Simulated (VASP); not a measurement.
These are MS2 meta-GGA, VASP's PBE PAW potentials (set 64) (plane waves; VASP) values and carry that method's errors.

VASP input:

POSCAR:
```
C
1
    0.0000000000     1.7768703317     1.7768703317
    1.7768703317     0.0000000000     1.7768703317
    1.7768703317     1.7768703317    -0.0000000000
C
2
Direct
  0.0000000000   0.0000000000   0.0000000000
  0.2500000000   0.2500000000   0.2500000000
```

KPOINTS_OPT:
```
k-points along high-symmetry lines
10
Line-mode
Reciprocal
  0.000000   0.000000   0.000000 ! GAMMA
  0.500000   0.000000   0.500000 ! X

  0.500000   0.000000   0.500000 ! X
  0.625000   0.250000   0.625000 ! U

  0.375000   0.375000   0.750000 ! K
  0.000000   0.000000   0.000000 ! GAMMA

  0.000000   0.000000   0.000000 ! GAMMA
  0.500000   0.500000   0.500000 ! L

  0.500000   0.500000   0.500000 ! L
  0.500000   0.250000   0.750000 ! W

  0.500000   0.250000   0.750000 ! W
  0.500000   0.000000   0.500000 ! X
```

File KPOINTS:
```
Automatic mesh
0
Gamma
14 14 14
```

INCAR:
```
! general
SYSTEM  = C
PREC    = Accurate
ENCUT   = 520
LREAL   = .FALSE.
LASPH   = .TRUE.

! electronic loop
EDIFF   = 1E-7
NELM    = 100
ALGO    = Normal
LMIXTAU = .TRUE.

! smearing
ISMEAR  = -5

! functional
METAGGA = MS2

! ions
ISIF    = 2

! output
LWAVE   = .FALSE.
LCHARG  = .FALSE.
LORBIT  = 11
NEDOS   = 601
```

POTCAR, in this order: C (PBE.64 set). Program: vasp_std.

The run wrote:

OUTCAR:
```
 ion  position               nearest neighbor table
   1  0.000  0.000  0.000-   2 1.54   2 1.54   2 1.54   2 1.54
   2  0.250  0.250  0.250-   1 1.54   1 1.54   1 1.54   1 1.54
  LATTYP: Found a face centered cubic cell.
 ALAT       =     3.5537406634
 Subroutine PRICEL returns:
 Original cell was already a primitive cell.
 Subroutine GETGRP returns: Found 48 space group operations
The static configuration has the point symmetry T_d .
 The point group associated with its full space group is O_h .
The dynamic configuration has the point symmetry T_d .
 Subroutine INISYM returns: Found 48 space group operations
 Subroutine IBZKPT returns following result:
 Found    104 irreducible k-points:

 Following reciprocal coordinates:
            Coordinates               Weight
  0.000000  0.000000  0.000000      1.000000
  0.071429  0.000000  0.000000      8.000000
  0.142857  0.000000  0.000000      8.000000
  0.214286  0.000000  0.000000      8.000000
  0.285714  0.000000  0.000000      8.000000
  0.357143  0.000000  0.000000      8.000000
  0.428571  0.000000  0.000000      8.000000
  0.500000  0.000000  0.000000      4.000000
...
```

### OSZICAR
```
       N       E                     dE             d eps       ncg     rms          rms(c)
DAV:   1    -0.158146631975E+02   -0.15815E+02   -0.48551E+03  1712   0.949E+02
DAV:   2    -0.327917744138E+02   -0.16977E+02   -0.16492E+02  2560   0.102E+02
DAV:   3    -0.328647242845E+02   -0.72950E-01   -0.72950E-01  1776   0.898E+00
DAV:   4    -0.328647850618E+02   -0.60777E-04   -0.60777E-04  2440   0.239E-01
DAV:   5    -0.328647850766E+02   -0.14810E-07   -0.14810E-07  1752   0.207E-03    0.548E+00
DAV:   6    -0.215029495103E+02    0.11362E+02   -0.10402E+00  1744   0.117E+01    0.351E+00
DAV:   7    -0.357070491537E+02   -0.14204E+02   -0.27196E+00  1744   0.189E+01    0.168E+00
DAV:   8    -0.219546605746E+02    0.13752E+02   -0.21383E+00  1664   0.197E+01    0.105E+00
DAV:   9    -0.219115553752E+02    0.43105E-01   -0.24429E-02  1960   0.231E+00    0.100E+00
DAV:  10    -0.219004039587E+02    0.11151E-01   -0.33925E-04  2096   0.281E-01    0.105E+00
DAV:  11    -0.219677549666E+02   -0.67351E-01   -0.48218E-02  1720   0.329E+00    0.181E-01
DAV:  12    -0.219649921221E+02    0.27628E-02   -0.20307E-03  1664   0.685E-01    0.161E-01
DAV:  13    -0.219681794928E+02   -0.31874E-02   -0.26423E-03  1712   0.770E-01    0.318E-01
DAV:  14    -0.219680888199E+02    0.90673E-04   -0.71524E-05  1728   0.103E-01    0.204E-01
DAV:  15    -0.219681215366E+02   -0.32717E-04   -0.11546E-04  1904   0.137E-01    0.564E-02
DAV:  16    -0.219681507105E+02   -0.29174E-04   -0.24527E-05  1728   0.749E-02    0.190E-02
DAV:  17    -0.219681435363E+02    0.71742E-05   -0.45038E-06  1696   0.344E-02    0.418E-03
DAV:  18    -0.219681517352E+02   -0.81989E-05   -0.24440E-06  1680   0.253E-02    0.163E-03
DAV:  19    -0.219681495295E+02    0.22057E-05   -0.15037E-07  1712   0.643E-03    0.138E-03
DAV:  20    -0.219681496939E+02   -0.16449E-06   -0.69725E-08  1624   0.490E-03    0.580E-04
DAV:  21    -0.219681495682E+02    0.12572E-06   -0.54568E-09   832   0.115E-03    0.109E-04
DAV:  22    -0.219681495433E+02    0.24947E-07   -0.19425E-10   832   0.205E-04
   1 F= -.21968150E+02 E0= -.21968150E+02  d E =0.000000E+00
       N       E                     dE             ncg
```

**OUTCAR**
```
------------------------ aborting loop because EDIFF is reached ----------------------------------------
  FORCE on cell =-STRESS in cart. coord.  units (eV):
  Direction    XX          YY          ZZ          XY          YZ          ZX
  --------------------------------------------------------------------------------------
  Total        0.0019394      0.0019394      0.0019394     -0.0000000     -0.0000000     -0.0000000
  in kB        0.2769315      0.2769315      0.2769315     -0.0000000     -0.0000000     -0.0000000
  external PRESSURE =       0.2769315 kB  Pullay stress =       0.0000000 kB
  volume of cell :       11.22
      direct lattice vectors                 reciprocal lattice vectors
     0.000000000  1.776870332  1.776870332    -0.281393634  0.281393634  0.281393634
     1.776870332  0.000000000  1.776870332     0.281393634 -0.281393634  0.281393634
     1.776870332  1.776870332  0.000000000     0.281393634  0.281393634 -0.281393634
 POSITION                                       TOTAL-FORCE (eV/Angst)
 -----------------------------------------------------------------------------------
      0.00000      0.00000      0.00000        -0.000000     -0.000000     -0.000000
      0.88844      0.88844      0.88844         0.000000      0.000000      0.000000
 -----------------------------------------------------------------------------------
    total drift:                                0.000000      0.000000      0.000000
  FREE ENERGIE OF THE ION-ELECTRON SYSTEM (eV)
  ---------------------------------------------------
  free  energy   TOTEN  =       -21.9681495433 eV

  energy  without entropy=      -21.9681495433  energy(sigma->0) =      -21.96814954

 total charge

# of ion       s       p       d       tot
------------------------------------------
    1        0.834   1.754   0.000   2.588
    2        0.834   1.754   0.000   2.588
--------------------------------------------------
tot          1.667   3.509   0.000   5.176
```
(Selected blocks of OUTCAR.)

The compound is C in the diamond structure. It was relaxed first.
